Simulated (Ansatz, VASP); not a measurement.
# Cross-check of WC between VASP and Ansatz, part 2 of 2

Aim: how closely do two programs agree when they are given the same cell, functional and k mesh? The cell is taken from a series of runs on this material, whose earlier steps may have relaxed, scaled, displaced or heated it; both programs get it as it stands.

VASP 6.6.1 and Ansatz 0.2.0.

So far: The starting structure; Ansatz: relaxation of cell and atoms, PBE with D4; VASP: relaxation of cell and atoms, PBE with D4; Side by side.

### 5. VASP: relaxation of cell and atoms, PBEsol

Level of this step: PBEsol; plane waves and PAW (W, C) (VASP).

The relaxed volume is the usual yardstick between codes: in a stiff, nearly cubic crystal its relative difference is about their pressure difference at one cell divided by the bulk modulus.

Contents of INCAR:

```
SYSTEM = WC
PREC = Accurate
ENCUT = 600
EDIFF = 1E-07
NELM = 120
ISMEAR = -1
SIGMA = 0.05
LREAL = .FALSE.
ALGO = Normal
GGA = PS
NBANDS = 11
LASPH = .TRUE.
LORBIT = 11
LWAVE = .FALSE.
LCHARG = .FALSE.
ISIF = 3
IBRION = 2
NSW = 80
EDIFFG = -0.005
GGA_COMPAT = .FALSE.
NELMIN = 4
KPAR = 2
```

Contents of POSCAR:

```
WC
1.0
    2.9059000000      0.0000000000      0.0000000000
   -1.4529500000      2.5165830000      0.0000000000
    0.0000000000      0.0000000000      2.8376700000
W C
1 1
Direct
    0.0000000000      0.0000000000      0.0000000000
    0.6666666667      0.3333333333      0.5000000000
```

Contents of KPOINTS:

```
Automatic mesh
0
Gamma
13 13 12
0 0 0
```

Potentials, in the order of the species: W and C (PBE family, release 64).

Launch:

```sh
$ mpirun -np 2 vasp_std
```

Numbers of over 12 decimals in the logs are rounded to 6 here.

What it wrote:

```text
[banner, memory and clock lines left out]
running    2 mpi-ranks, on    1 nodes
[...]
|                                                                             |
|               ----> ADVICE to this user running VASP <----                  |
|                                                                             |
|     You enforced a specific xc type in the INCAR file but a different       |
|     [... a line on the potential file left out ...]
|     I HOPE YOU KNOW WHAT YOU ARE DOING!                                     |
|                                                                             |

 LDA part: xc-table for (Slater+PW92), standard interpolation
 POSCAR, INCAR and KPOINTS ok, starting setup
[...]
entering main loop
       N       E                     dE             d eps       ncg     rms          rms(c)
DAV:   1     0.283120799022E+02    0.28312E+02   -0.55126E+03  3234   0.933E+02
DAV:   2    -0.246989984124E+02   -0.53011E+02   -0.50191E+02  3695   0.214E+02
[...]
DAV:   6    -0.239598853158E+02   -0.48487E-06   -0.61216E-07  3696   0.671E-03    0.398E-03
DAV:   7    -0.239598853784E+02   -0.62625E-07   -0.40746E-08  2193   0.189E-03
   2 F= -.23959885E+02 E0= -.23958665E+02  d E =0.216948E-01
 trial-energy change:    0.021695  1 .order    0.022268   -0.021079    0.065614
 step:   0.2506(harm=  0.2431)  dis= 0.00000  next Energy=   -23.984230 (dE=-0.265E-02)
[...]
N       E                     dE             d eps       ncg     rms          rms(c)
DAV:   1    -0.239910055548E+02   -0.31120E-01   -0.38470E-01  3234   0.506E+00    0.230E+00
DAV:   2    -0.239861541725E+02    0.48514E-02   -0.37747E-03  3834   0.539E-01    0.123E+00
DAV:   3    -0.239842741761E+02    0.18800E-02   -0.34341E-03  3606   0.431E-01    0.332E-02
DAV:   4    -0.239842743933E+02   -0.21723E-06   -0.46888E-05  3594   0.511E-02    0.228E-02
DAV:   5    -0.239842744181E+02   -0.24719E-07   -0.12598E-05  3750   0.236E-02    0.123E-02
DAV:   6    -0.239842741835E+02    0.23454E-06   -0.61576E-07  3903   0.606E-03    0.313E-03
DAV:   7    -0.239842742567E+02   -0.73177E-07   -0.19481E-08  1872   0.125E-03
   3 F= -.23984274E+02 E0= -.23982871E+02  d E =-.269412E-02
[...]
reached required accuracy - stopping structural energy minimisation
```

From OUTCAR (step 5):

```text
  Total       -0.0091206     -0.0091206      0.0004650      0.0000000      0.0000000      0.0000000
  in kB       -0.7110429     -0.7110428      0.0362520      0.0000000      0.0000000      0.0000000
  external PRESSURE =      -0.4619445 kB  Pullay stress =       0.0000000 kB

 POSITION                                       TOTAL-FORCE (eV/Angst)
 -----------------------------------------------------------------------------------
     -0.00000      0.00000      2.82668        -0.000000      0.000000     -0.000000
      1.44872      0.83642      1.41334         0.000000     -0.000000      0.000000
 -----------------------------------------------------------------------------------
    total drift:                               -0.000000     -0.000003      0.000000

  FREE ENERGIE OF THE ION-ELECTRON SYSTEM (eV)
  ---------------------------------------------------
  free  energy   TOTEN  =       -23.9842742567 eV

  energy  without entropy=      -23.9814677302  energy(sigma->0) =      -23.98287099

[... 2 parts as in an earlier step ...]

[... 2 further parts left out ...]
[key lines of the parts left out:]
E-fermi :   8.2875
```

### 6. Ansatz: relaxation of cell and atoms, PBEsol

The same cell, functional, mesh and smearing now go to Ansatz, which takes its cutoff from its data sets.

The cell is taken from a series of runs on this material, whose earlier steps may have relaxed, scaled, displaced or heated it; both programs get it as it stands.

Contents of input.yaml:

```yaml
crystal:
  lattice:
    - [2.9059, 0.0, 0.0]
    - [-1.45295, 2.5165832209, 0.0]
    - [0.0, 0.0, 2.83767]
  atoms:
    - { symbol: W, position: [0.0, 0.0, 0.0] }
    - { symbol: C, position: [0.6666666667, 0.3333333333, 0.5] }
kpoints:
  mp_grid: { grid: [13, 13, 12] }
scf:
  occupations: { method: fermi_dirac, width: 0.05 }
hamiltonian:
  xc: pbesol
  pseudopotentials: { kind: paw }
relax:
  f_tol: 0.01
  max_steps: 60
  cell: { stress_tol: 0.02 }
output:
  forces: true
  stress: true
```

Launch:

```sh
$ ansatz run input.yaml --threads 4 --pin off --max-ram 8192MiB --backend cpu --events-out ev --progress --plain --runs-dir out
```

What it wrote:

```text
[...]
Crystal: 2 atoms, lattice volume = 20.752 Å³
Basis set: ecut = 420 eV, 405 PW (Γ), exchange–correlation on 40×40×40 points (8 copies of the dense FFT grid, shifted against one another)
Bands: 13, of which v1, the nominal top of the filled ones, is band 9 counted from 1 (8 counted from 0)
Symmetry: 12 space group operations
[...]
k-points: 147 of 2028 (time reversal used)
[...]
0.000000      -0.000113      -0.000000
       -0.000000      -0.000000      -0.000171
  P = ⅓ Tr σ = -0.0001 GPa (-0.001 kbar)
--- Relaxed structure (6 steps of the walk, 5 accepted, 2 SCFs on fresh bases) ---
[...]
cell:  # Å, volume = 20.5710 Å³
    - [2.899061, 0.0, 0.0]
    - [-1.449530, 2.510660, 0.0]
    - [0.0, 0.0, 2.826253]
  atoms:
    - { symbol: W, position: [-3.700743415524894e-17, 0, 0.0] }
    - { symbol: C, position: [0.666667, 0.333333, 0.5] }
[key lines of the parts left out:]
SCF converged after 8 iterations
Free energy (F): -10503.731589 eV
Fermi energy:    20.655253 eV
```

### 7. Comparison

What differs besides the data sets and the points named for the pairs above, as far as they apply: the data sets hold 18 valence electrons in Ansatz (on its default PAW (the set named soft_2) files) and 10 in VASP; Ansatz makes its cores anew for this functional, VASP keeps those of its PBE data sets. Total energies have different zeros and are not compared.

The two programs side by side:

```
                                         quantity  Ansatz   VASP  difference
                                      volume (Å³)   20.57  20.55     +0.10 %
edge a after relaxation, in the typed setting (Å)   2.899  2.897     +0.06 %
edge c after relaxation, in the typed setting (Å)   2.826  2.827     -0.01 %
```

### 8. VASP: relaxation of cell and atoms, r2SCAN with rVV10

The relaxed volume is the usual yardstick between codes: in a stiff, nearly cubic crystal its relative difference is about their pressure difference at one cell divided by the bulk modulus.

Contents of INCAR:

```
SYSTEM = WC
PREC = Accurate
ENCUT = 660
EDIFF = 1E-07
NELM = 120
ISMEAR = -1
SIGMA = 0.05
LREAL = .FALSE.
ALGO = Normal
METAGGA = R2SCAN
LUSE_VDW = .TRUE.
IVDW_NL = 2
BPARAM = 11.95
CPARAM = 0.0093
LASPH = .TRUE.
NBANDS = 11
LORBIT = 11
LWAVE = .FALSE.
LCHARG = .FALSE.
ISIF = 3
IBRION = 2
NSW = 80
EDIFFG = -0.005
GGA_COMPAT = .FALSE.
NELMIN = 4
LMIXTAU = .TRUE.
KPAR = 2
```

POSCAR is that of step 5.

KPOINTS is that of step 5.

Launch:

```sh
$ mpirun -np 2 vasp_std
```

What it wrote:

```text
[banner, memory and clock lines left out]
running    2 mpi-ranks, on    1 nodes
[...]
|                                                                             |
|               ----> ADVICE to this user running VASP <----                  |
|                                                                             |
|     You have switched on vdW-DFT.                                           |
|     This routine was written and supplied by Jiri Klimes. We recommend      |
|     that you carefully read and cite the following publications:            |
|       J. Klimes, D.R. Bowler, A. Michelides                                 |
|          J. Phys.: Cond Matt. 22 022201 (2010)                              |
|       J. Klimes, D.R. Bowler, A. Michelides                                 |
|          Phys. Rev. B. 83, 195131 (2011)                                    |
|     and references therein.                                                 |
|                                                                             |

[...]
Total rVV10 correction in eV:      0.1130925    14.7191048
DAV:  12    -0.616319480656E+02    0.49492E-03   -0.31722E-03  4307   0.410E-01    0.128E-01
Total rVV10 correction in eV:      0.1131334    14.7191048
Total rVV10 correction in eV:      0.1131334    14.7191048
DAV:  13    -0.616326172705E+02   -0.66920E-03   -0.10579E-03  4238   0.240E-01    0.485E-02
Total rVV10 correction in eV:      0.1131095    14.7191048
Total rVV10 correction in eV:      0.1131095    14.7191048
DAV:  14    -0.616326299827E+02   -0.12712E-04   -0.89016E-05  3474   0.105E-01    0.788E-03
Total rVV10 correction in eV:      0.1131102    14.7191048
Total rVV10 correction in eV:      0.1131102    14.7191048
DAV:  15    -0.616326312676E+02   -0.12850E-05   -0.10581E-06  3819   0.107E-02    0.682E-03
[...]
1 F= -.61632631E+02 E0= -.61631266E+02  d E =-.616326E+02
[... from here on, the cycles between the ionic steps are left out ...]
   2 F= -.61631326E+02 E0= -.61629984E+02  d E =0.130564E-02
   3 F= -.61632855E+02 E0= -.61631493E+02  d E =-.223955E-03
   4 F= -.61632855E+02 E0= -.61631493E+02  d E =-.223887E-03
   5 F= -.61632850E+02 E0= -.61631492E+02  d E =0.493143E-05
   6 F= -.61632864E+02 E0= -.61631504E+02  d E =-.903903E-05
[...]
reached required accuracy - stopping structural energy minimisation
```

OUTCAR, selected parts (step 8):

```text
  Total        0.0026642      0.0026642     -0.0014672      0.0000000      0.0000000      0.0000000
  in kB        0.2061209      0.2061209     -0.1135140      0.0000000      0.0000000      0.0000000
  external PRESSURE =       0.0995759 kB  Pullay stress =       0.0000000 kB

 POSITION                                       TOTAL-FORCE (eV/Angst)
 -----------------------------------------------------------------------------------
      0.00000      0.00000      0.00000        -0.000000      0.000000      0.000000
      1.45273      0.83874      1.41630         0.000000     -0.000000      0.000000
 -----------------------------------------------------------------------------------
    total drift:                               -0.000000     -0.000003      0.000000

  FREE ENERGIE OF THE ION-ELECTRON SYSTEM (eV)
  ---------------------------------------------------
  free  energy   TOTEN  =       -61.6328642677 eV

  energy  without entropy=      -61.6301430898  energy(sigma->0) =      -61.63150368

[... 2 parts as in an earlier step ...]

[... 2 further parts left out ...]
[key lines of the parts left out:]
E-fermi :   8.1922
```

### 9. Ansatz: relaxation of cell and atoms, r2SCAN with rVV10

The same cell, functional, mesh and smearing now go to Ansatz, which takes its cutoff from its data sets.

The cell is taken from a series of runs on this material, whose earlier steps may have relaxed, scaled, displaced or heated it; both programs get it as it stands.

Changes to input.yaml since step 6:

```diff
@@ -13,4 +13,5 @@
 hamiltonian:
-  xc: pbesol
+  xc: r2scan
   pseudopotentials: { kind: paw }
+  dispersion: rvv10
 relax:
```

Launch:

```sh
$ ansatz run input.yaml --threads 4 --pin off --max-ram 8192MiB --backend cpu --events-out ev --progress --plain --runs-dir out
```

What it wrote:

```text
[...]
Crystal: 2 atoms, lattice volume = 20.752 Å³
Basis set: ecut = 500 eV, 539 PW (Γ), exchange–correlation on 96×96×96 points (64 copies of the dense FFT grid, shifted against one another)
Bands: 13, of which v1, the nominal top of the filled ones, is band 9 counted from 1 (8 counted from 0)
Symmetry: 12 space group operations
[...]
k-points: 147 of 2028 (time reversal used)
[...]
0.000000       0.000404       0.000000
       -0.000000       0.000000      -0.000682
  P = ⅓ Tr σ = 0.0000 GPa (0.000 kbar)
--- Relaxed structure (4 steps of the walk, 3 accepted, 1 SCFs on fresh bases) ---
[...]
cell:  # Å, volume = 20.7256 Å³
    - [2.906869, 0.0, 0.0]
    - [-1.453435, 2.517423, 0.0]
    - [0.0, 0.0, 2.832209]
  atoms:
    - { symbol: W, position: [-3.700743415524895e-17, 0, 0.0] }
    - { symbol: C, position: [0.666667, 0.333333, 0.500000] }
[key lines of the parts left out:]
SCF converged after 5 iterations
Free energy (F): -10646.437406 eV
Fermi energy:    20.493699 eV
```

### 10. Side by side

What differs besides the data sets and the points named for the pairs above, as far as they apply: VASP keeps PBE cores, Ansatz makes them for the functional; the data sets hold 18 valence electrons in Ansatz (on its default PAW (the set named soft_2) files) and 10 in VASP; the cutoff is 500 eV in Ansatz and 660 eV in VASP. Total energies have different zeros and are not compared.

The two programs side by side:

```
                                         quantity  Ansatz   VASP  difference
                                      volume (Å³)   20.73  20.71     +0.08 %
edge a after relaxation, in the typed setting (Å)   2.907  2.905     +0.05 %
edge c after relaxation, in the typed setting (Å)   2.832  2.833     -0.01 %
```

### 11. Summary of results

```
difference in volume (relaxation of cell and atoms, PBE with D4)       : 0.25 %
difference in volume (relaxation of cell and atoms, PBEsol)            : 0.096 %
difference in volume (relaxation of cell and atoms, r2SCAN with rVV10) : 0.083 %
```

What this shows: The difference in volume is 0.25 % (relaxation of cell and atoms, PBE with D4), within the 1.2 % picked in this series as the mark of a large difference, as far as the stopping tolerances let one tell. The data sets hold unlike numbers of valence electrons (18 in Ansatz and 10 in VASP), so part of the differences comes from the potentials. 1 further run of this series is not shown here. Such differences can come from data sets, numerical settings and the points named under the comparisons, not from the functional's error against experiment.

[Lines on the potential files, build, host, timing and source positions are cut from VASP's logs without a mark.]

[Logs are printed without paths, hosts, clocks, repeated set-up lines and the standing remarks that a program may print on its own settings, such as how far it seeks lower states.]

[Hosts, paths, dates, database ids (printed as entryN), source tags and the programs' standing remarks are cut or masked in the printed files.]
